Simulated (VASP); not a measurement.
Output of a VASP run:

**OUTCAR**
```
 ion  position               nearest neighbor table
   1  0.000  0.000  0.000-
  LATTYP: Found a body centered cubic cell.
 ALAT       =     3.1934553078
 Subroutine PRICEL returns:
 Original cell was already a primitive cell.
 Subroutine GETGRP returns: Found 48 space group operations
The static configuration has the point symmetry O_h .
The dynamic configuration has the point symmetry O_h .
 Subroutine INISYM returns: Found 48 space group operations
 Subroutine IBZKPT returns following result:
 Found    145 irreducible k-points:

 Following reciprocal coordinates:
            Coordinates               Weight
  0.000000  0.000000  0.000000      1.000000
  0.062500  0.000000  0.000000     12.000000
  0.125000  0.000000  0.000000     12.000000
  0.187500  0.000000  0.000000     12.000000
  0.250000  0.000000  0.000000     12.000000
  0.312500  0.000000  0.000000     12.000000
  0.375000  0.000000  0.000000     12.000000
  0.437500  0.000000  0.000000     12.000000
  0.500000  0.000000  0.000000      6.000000
  0.062500  0.062500  0.000000     24.000000
  0.125000  0.062500  0.000000     48.000000
  0.187500  0.062500 -0.000000     48.000000
  0.250000  0.062500 -0.000000     48.000000
  0.312500  0.062500  0.000000     48.000000
  0.375000  0.062500 -0.000000     48.000000
  0.437500  0.062500  0.000000     48.000000
  0.125000  0.125000  0.000000     24.000000
  0.187500  0.125000 -0.000000     48.000000
  0.250000  0.125000  0.000000     48.000000
  0.312500  0.125000  0.000000     48.000000
  0.375000  0.125000 -0.000000     48.000000
  0.437500  0.125000  0.000000     24.000000
  0.187500  0.187500  0.000000     24.000000
  0.250000  0.187500  0.000000     48.000000
  0.312500  0.187500  0.000000     48.000000
  0.375000  0.187500 -0.000000     48.000000
  0.250000  0.250000  0.000000     24.000000
  0.312500  0.250000  0.000000     48.000000
  0.375000  0.250000 -0.000000     24.000000
  0.312500  0.312500  0.000000     24.000000
  0.062500  0.062500  0.062500      8.000000
  0.125000  0.062500  0.062500     24.000000
  0.187500  0.062500  0.062500     24.000000
  0.250000  0.062500  0.062500     24.000000
  0.312500  0.062500  0.062500     24.000000
  0.375000  0.062500  0.062500     24.000000
  0.437500  0.062500  0.062500     12.000000
 -0.062500  0.062500  0.062500      6.000000
  0.125000  0.125000  0.062500     24.000000
  0.187500  0.125000  0.062500     48.000000
   k-points           NKPTS =    145   k-points in BZ     NKDIM =    145   number of bands    NBANDS=      9
   number of dos      NEDOS =    301   number of ions     NIONS =      1
   total plane-waves  NPLWV =  13824
   dimension x,y,z NGX =    24 NGY =   24 NGZ =   24
   dimension x,y,z NGXF=    48 NGYF=   48 NGZF=   48
   ions per type =               1
   PREC   = accura    normal or accurate (medium, high low for compatibility)
   ISTART =      0    job   : 0-new  1-cont  2-samecut
   ICHARG =      2    charge: 1-file 2-atom 10-const
   ISPIN  =      1    spin polarized calculation?
   LNONCOLLINEAR =      F non collinear calculations
   LSORBIT =      F    spin-orbit coupling
   INIWAV =      1    electr: 0-lowe 1-rand  2-diag
   ENCUT  =  520.0 eV  38.22 Ry    6.18 a.u.   5.14  5.14  5.14*2*pi/ulx,y,z
   NELM   =    100;   NELMIN=  2; NELMDL= -5     # of ELM steps
   EDIFF  = 0.1E-06   stopping-criterion for ELM
   LREAL  =      F    real-space projection
   NLSPLINE    = F    spline interpolate recip. space projectors
   LMAXMIX     =    6 max onsite mixed and CHGCAR
   VOSKOWN=      0    Vosko Wilk Nusair interpolation
   EDIFFG = 0.1E-05   stopping-criterion for IOM
   NSW    =      0    number of steps for IOM
   NBLOCK =      1;   KBLOCK =      1    inner block; outer block
   IBRION =     -1    ionic relax: 0-MD 1-quasi-New 2-CG
   NFREE  =      0    steps in history (QN), initial steepest desc. (CG)
...
```

**OSZICAR**
```
       N       E                     dE             d eps       ncg     rms          rms(c)
DAV:   1     0.460752421829E+02    0.46075E+02   -0.65524E+03  2618   0.118E+03
DAV:   2    -0.126291702779E+02   -0.58704E+02   -0.57671E+02  3426   0.249E+02
DAV:   3    -0.132018728809E+02   -0.57270E+00   -0.55943E+00  2984   0.250E+01
DAV:   4    -0.132067921968E+02   -0.49193E-02   -0.49107E-02  3064   0.161E+00
DAV:   5    -0.132068152153E+02   -0.23018E-04   -0.23017E-04  2907   0.105E-01    0.160E+01
DAV:   6    -0.128868250302E+02    0.31999E+00   -0.31349E-01  2716   0.679E+00    0.802E+00
DAV:   7    -0.127843897663E+02    0.10244E+00   -0.25670E-01  2741   0.584E+00    0.432E-01
DAV:   8    -0.127823666714E+02    0.20231E-02   -0.38907E-03  2875   0.856E-01    0.509E-02
DAV:   9    -0.127823549735E+02    0.11698E-04   -0.50113E-05  2826   0.933E-02    0.294E-02
DAV:  10    -0.127823552204E+02   -0.24691E-06   -0.34489E-06  3215   0.247E-02    0.362E-03
DAV:  11    -0.127823551958E+02    0.24645E-07   -0.12798E-07  1939   0.478E-03
   1 F= -.12782355E+02 E0= -.12782426E+02  d E =0.212595E-03
```

**OUTCAR**
```
------------------------ aborting loop because EDIFF is reached ----------------------------------------
  FORCE on cell =-STRESS in cart. coord.  units (eV):
  Direction    XX          YY          ZZ          XY          YZ          ZX
  --------------------------------------------------------------------------------------
  Total        1.4242382      1.4242382      1.4242382      0.0000000     -0.0000000      0.0000000
  in kB      140.1330842    140.1330842    140.1330842      0.0000000     -0.0000000      0.0000000
  external PRESSURE =     140.1330842 kB  Pullay stress =       0.0000000 kB
  volume of cell :       16.28
      direct lattice vectors                 reciprocal lattice vectors
    -1.596727654  1.596727654  1.596727654     0.000000000  0.313140440  0.313140440
     1.596727654 -1.596727654  1.596727654     0.313140440  0.000000000  0.313140440
     1.596727654  1.596727654 -1.596727654     0.313140440  0.313140440  0.000000000
 POSITION                                       TOTAL-FORCE (eV/Angst)
 -----------------------------------------------------------------------------------
      0.00000      0.00000      0.00000        -0.000000      0.000000     -0.000000
 -----------------------------------------------------------------------------------
    total drift:                                0.000000      0.000000      0.000000
  FREE ENERGIE OF THE ION-ELECTRON SYSTEM (eV)
  ---------------------------------------------------
  free  energy   TOTEN  =       -12.7823551958 eV

  energy  without entropy=      -12.7825677912  energy(sigma->0) =      -12.78242606
```
(Selected blocks of OUTCAR.)

POSCAR:
```
Ta
1
   -1.5967276539     1.5967276539     1.5967276539
    1.5967276539    -1.5967276539     1.5967276539
    1.5967276539     1.5967276539    -1.5967276539
Ta
1
Direct
  0.0000000000   0.0000000000   0.0000000000
```

Problem. Reconstruct the remaining input files.

Solution. This is not unique; one that fits is the input of the run itself, LDA (Ceperley-Alder, Perdew-Zunger), plane waves, VASP's LDA PAW potentials (set 64).

KPOINTS:
```
Automatic
0
Gamma
 16 16 16
0 0 0
```

**INCAR**
```
SYSTEM = Ta
PREC = Accurate
ENCUT = 520
EDIFF = 1E-7
NELM = 100
ALGO = Normal
LREAL = .FALSE.
LASPH = .TRUE.
ISMEAR = 1
SIGMA = 0.1
LMAXMIX = 6
LWAVE = .FALSE.
LCHARG = .FALSE.
ISIF = 2
```

POTCAR, in this order: Ta_pv (LDA.64 set). Program: vasp_std.

The compound is Ta in the bcc structure. This cell is one point of a volume scan, at 0.94 of the reference volume.
